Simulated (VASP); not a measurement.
OSZICAR of a VASP run on SiO₂ (quartz):

### OSZICAR
```
...
   9 F= -.71133978E+02 E0= -.71133978E+02  d E =-.966788E-03
       N       E                     dE             d eps       ncg     rms          rms(c)
DAV:   1    -0.711342224698E+02   -0.24466E-03   -0.50309E-02   996   0.158E+00    0.590E-02
DAV:   2    -0.711342661978E+02   -0.43728E-04   -0.10902E-03  1136   0.215E-01    0.219E-02
DAV:   3    -0.711342576825E+02    0.85153E-05   -0.21930E-05  1157   0.344E-02    0.107E-02
DAV:   4    -0.711342552181E+02    0.24644E-05   -0.78221E-06  1136   0.217E-02    0.297E-03
DAV:   5    -0.711342552205E+02   -0.23401E-08   -0.12933E-06   673   0.818E-03
  10 F= -.71134255E+02 E0= -.71134255E+02  d E =-.277516E-03
       N       E                     dE             d eps       ncg     rms          rms(c)
DAV:   1    -0.711347336203E+02   -0.47840E-03   -0.45149E-01   986   0.474E+00    0.176E-01
DAV:   2    -0.711351175735E+02   -0.38395E-03   -0.96331E-03  1131   0.638E-01    0.650E-02
DAV:   3    -0.711350440737E+02    0.73500E-04   -0.19795E-04  1157   0.102E-01    0.316E-02
DAV:   4    -0.711350233546E+02    0.20719E-04   -0.64953E-05  1136   0.622E-02    0.906E-03
DAV:   5    -0.711350240682E+02   -0.71365E-06   -0.12393E-05  1156   0.240E-02    0.659E-03
DAV:   6    -0.711350238997E+02    0.16851E-06   -0.30721E-07   673   0.430E-03
  11 F= -.71135024E+02 E0= -.71135024E+02  d E =-.104620E-02
       N       E                     dE             d eps       ncg     rms          rms(c)
DAV:   1    -0.711351119985E+02   -0.87930E-04   -0.18059E+00   986   0.947E+00    0.348E-01
DAV:   2    -0.711366562244E+02   -0.15442E-02   -0.37982E-02  1131   0.127E+00    0.131E-01
DAV:   3    -0.711363582350E+02    0.29799E-03   -0.81604E-04  1152   0.206E-01    0.626E-02
DAV:   4    -0.711362780090E+02    0.80226E-04   -0.24724E-04  1136   0.121E-01    0.187E-02
DAV:   5    -0.711362806837E+02   -0.26747E-05   -0.48533E-05  1151   0.478E-02    0.129E-02
DAV:   6    -0.711362802807E+02    0.40296E-06   -0.14337E-06   706   0.905E-03
  12 F= -.71136280E+02 E0= -.71136280E+02  d E =-.230258E-02
       N       E                     dE             d eps       ncg     rms          rms(c)
DAV:   1    -0.711328747950E+02    0.34059E-02   -0.72236E+00   986   0.189E+01    0.682E-01
DAV:   2    -0.711392064119E+02   -0.63316E-02   -0.14810E-01  1131   0.252E+00    0.264E-01
DAV:   3    -0.711379883953E+02    0.12180E-02   -0.34948E-03  1144   0.420E-01    0.123E-01
DAV:   4    -0.711376931570E+02    0.29524E-03   -0.88163E-04  1146   0.225E-01    0.406E-02
DAV:   5    -0.711376970972E+02   -0.39402E-05   -0.18989E-04  1170   0.966E-02    0.252E-02
DAV:   6    -0.711376962962E+02    0.80105E-06   -0.10176E-05  1126   0.221E-02    0.161E-02
DAV:   7    -0.711376957665E+02    0.52967E-06   -0.33276E-06   996   0.150E-02
  13 F= -.71137696E+02 E0= -.71137696E+02  d E =-.371806E-02
       N       E                     dE             d eps       ncg     rms          rms(c)
DAV:   1    -0.711381777916E+02   -0.48150E-03   -0.12503E-01   986   0.248E+00    0.121E-01
DAV:   2    -0.711381764753E+02    0.13164E-05   -0.29333E-03  1141   0.352E-01    0.420E-02
DAV:   3    -0.711381481477E+02    0.28328E-04   -0.97186E-05  1131   0.668E-02    0.184E-02
DAV:   4    -0.711381426058E+02    0.55419E-05   -0.19673E-05  1146   0.320E-02    0.704E-03
DAV:   5    -0.711381420684E+02    0.53737E-06   -0.38035E-06   995   0.138E-02
  14 F= -.71138142E+02 E0= -.71138142E+02  d E =-.446302E-03
       N       E                     dE             d eps       ncg     rms          rms(c)
DAV:   1    -0.711384343750E+02   -0.29177E-03   -0.12447E-01   986   0.247E+00    0.121E-01
DAV:   2    -0.711384361460E+02   -0.17710E-05   -0.29026E-03  1141   0.350E-01    0.415E-02
DAV:   3    -0.711384086672E+02    0.27479E-04   -0.95139E-05  1131   0.660E-02    0.182E-02
DAV:   4    -0.711384032423E+02    0.54249E-05   -0.18992E-05  1146   0.315E-02    0.699E-03
DAV:   5    -0.711384027166E+02    0.52570E-06   -0.36349E-06   995   0.135E-02
  15 F= -.71138403E+02 E0= -.71138403E+02  d E =-.706950E-03
       N       E                     dE             d eps       ncg     rms          rms(c)
DAV:   1    -0.711385050948E+02   -0.10185E-03   -0.49741E-01   986   0.494E+00    0.240E-01
DAV:   2    -0.711385094222E+02   -0.43274E-05   -0.11516E-02  1141   0.698E-01    0.834E-02
DAV:   3    -0.711383987005E+02    0.11072E-03   -0.38915E-04  1136   0.133E-01    0.364E-02
DAV:   4    -0.711383775876E+02    0.21113E-04   -0.75962E-05  1146   0.627E-02    0.143E-02
DAV:   5    -0.711383760250E+02    0.15626E-05   -0.15358E-05  1136   0.275E-02    0.659E-03
DAV:   6    -0.711383758949E+02    0.13013E-06   -0.12560E-06   693   0.767E-03
  16 F= -.71138376E+02 E0= -.71138376E+02  d E =-.680128E-03
       N       E                     dE             d eps       ncg     rms          rms(c)
DAV:   1    -0.711385311252E+02   -0.15510E-03   -0.16579E-01   986   0.285E+00    0.141E-01
DAV:   2    -0.711385227170E+02    0.84083E-05   -0.39367E-03  1126   0.407E-01    0.481E-02
DAV:   3    -0.711384859412E+02    0.36776E-04   -0.12341E-04  1136   0.759E-02    0.216E-02
DAV:   4    -0.711384784951E+02    0.74462E-05   -0.26568E-05  1136   0.375E-02    0.775E-03
DAV:   5    -0.711384786776E+02   -0.18254E-06   -0.48120E-06  1104   0.152E-02
  17 F= -.71138479E+02 E0= -.71138479E+02  d E =-.782911E-03
       N       E                     dE             d eps       ncg     rms          rms(c)
DAV:   1    -0.711384844528E+02   -0.59577E-05   -0.42738E-03   986   0.459E-01    0.223E-02
DAV:   2    -0.711384838179E+02    0.63488E-06   -0.10084E-04  1121   0.652E-02    0.808E-03
DAV:   3    -0.711384827851E+02    0.10328E-05   -0.30435E-06   801   0.125E-02    0.366E-03
DAV:   4    -0.711384825935E+02    0.19161E-06   -0.77911E-07   553   0.699E-03
  18 F= -.71138483E+02 E0= -.71138483E+02  d E =-.786827E-03
       N       E                     dE             d eps       ncg     rms          rms(c)
DAV:   1    -0.711386336278E+02   -0.15084E-03   -0.12583E-01   986   0.249E+00    0.103E-01
DAV:   2    -0.711386801675E+02   -0.46540E-04   -0.27428E-03  1131   0.339E-01    0.362E-02
DAV:   3    -0.711386573442E+02    0.22823E-04   -0.74584E-05  1184   0.593E-02    0.163E-02
DAV:   4    -0.711386519681E+02    0.53760E-05   -0.16948E-05  1136   0.302E-02    0.566E-03
DAV:   5    -0.711386515401E+02    0.42798E-06   -0.29811E-06   929   0.124E-02
  19 F= -.71138652E+02 E0= -.71138652E+02  d E =-.168947E-03
       N       E                     dE             d eps       ncg     rms          rms(c)
DAV:   1    -0.711387674734E+02   -0.11551E-03   -0.14423E-01   986   0.267E+00    0.111E-01
DAV:   2    -0.711388239112E+02   -0.56438E-04   -0.31459E-03  1136   0.363E-01    0.387E-02
DAV:   3    -0.711387978018E+02    0.26109E-04   -0.85131E-05  1168   0.634E-02    0.173E-02
DAV:   4    -0.711387917072E+02    0.60945E-05   -0.19064E-05  1141   0.321E-02    0.607E-03
DAV:   5    -0.711387912515E+02    0.45571E-06   -0.35227E-06   995   0.133E-02
  20 F= -.71138791E+02 E0= -.71138791E+02  d E =-.308658E-03
       N       E                     dE             d eps       ncg     rms          rms(c)
DAV:   1    -0.711388461204E+02   -0.54413E-04   -0.57655E-01   986   0.533E+00    0.219E-01
DAV:   2    -0.711390730670E+02   -0.22695E-03   -0.12465E-02  1131   0.724E-01    0.778E-02
DAV:   3    -0.711389680563E+02    0.10501E-03   -0.34802E-04  1160   0.128E-01    0.345E-02
DAV:   4    -0.711389446167E+02    0.23440E-04   -0.74762E-05  1141   0.632E-02    0.125E-02
DAV:   5    -0.711389432624E+02    0.13543E-05   -0.14701E-05  1136   0.270E-02    0.673E-03
DAV:   6    -0.711389431379E+02    0.12448E-06   -0.11250E-06   673   0.726E-03
  21 F= -.71138943E+02 E0= -.71138943E+02  d E =-.460544E-03
       N       E                     dE             d eps       ncg     rms          rms(c)
DAV:   1    -0.711389418851E+02    0.13773E-05   -0.20017E-01   986   0.315E+00    0.102E-01
DAV:   2    -0.711392975979E+02   -0.35571E-03   -0.40843E-03  1151   0.419E-01    0.424E-02
DAV:   3    -0.711392643308E+02    0.33267E-04   -0.61993E-05  1141   0.612E-02    0.244E-02
DAV:   4    -0.711392513407E+02    0.12990E-04   -0.45647E-05  1156   0.565E-02    0.440E-03
DAV:   5    -0.711392525001E+02   -0.11594E-05   -0.97162E-06  1106   0.216E-02    0.417E-03
DAV:   6    -0.711392526483E+02   -0.14821E-06   -0.14322E-07   673   0.266E-03
  22 F= -.71139253E+02 E0= -.71139253E+02  d E =-.309510E-03
       N       E                     dE             d eps       ncg     rms          rms(c)
DAV:   1    -0.711392515937E+02    0.90638E-06   -0.56042E-03  1006   0.528E-01    0.172E-02
DAV:   2    -0.711392620328E+02   -0.10439E-04   -0.11593E-04  1151   0.705E-02    0.714E-03
DAV:   3    -0.711392611065E+02    0.92634E-06   -0.15972E-06   772   0.104E-02
  23 F= -.71139261E+02 E0= -.71139261E+02  d E =-.317969E-03
       N       E                     dE             d eps       ncg     rms          rms(c)
DAV:   1    -0.711393232061E+02   -0.61173E-04   -0.31533E-02   986   0.125E+00    0.556E-02
DAV:   2    -0.711393531809E+02   -0.29975E-04   -0.65797E-04  1156   0.169E-01    0.200E-02
DAV:   3    -0.711393469872E+02    0.61937E-05   -0.20318E-05  1146   0.310E-02    0.977E-03
DAV:   4    -0.711393459478E+02    0.10394E-05   -0.44319E-06  1099   0.155E-02    0.390E-03
DAV:   5    -0.711393461093E+02   -0.16149E-06   -0.64257E-07   673   0.653E-03
  24 F= -.71139346E+02 E0= -.71139346E+02  d E =-.850028E-04
```

### Question
Which electronic solver shows in the log?

### Answer
It is blocked Davidson (ALGO = Normal, or the opening steps of other solvers). The INCAR had ALGO = Normal.

### Question
Can the final energy be trusted as converged?

### Answer
The calculation finished and met its thresholds. It stopped with EDIFF = 1E-6, NELM = 100, NSW = 60 and EDIFFG = -0.02 after 24 ionic steps (PBE GGA, plane waves, VASP's PBE PAW potentials (set 64)). Energy and stress use the plane-wave basis of the starting cell.

The compound is SiO2 in the quartz structure. This run relaxes it. Symmetry was kept, so distortions that lower it aren't found. The start is the result of an earlier pass.
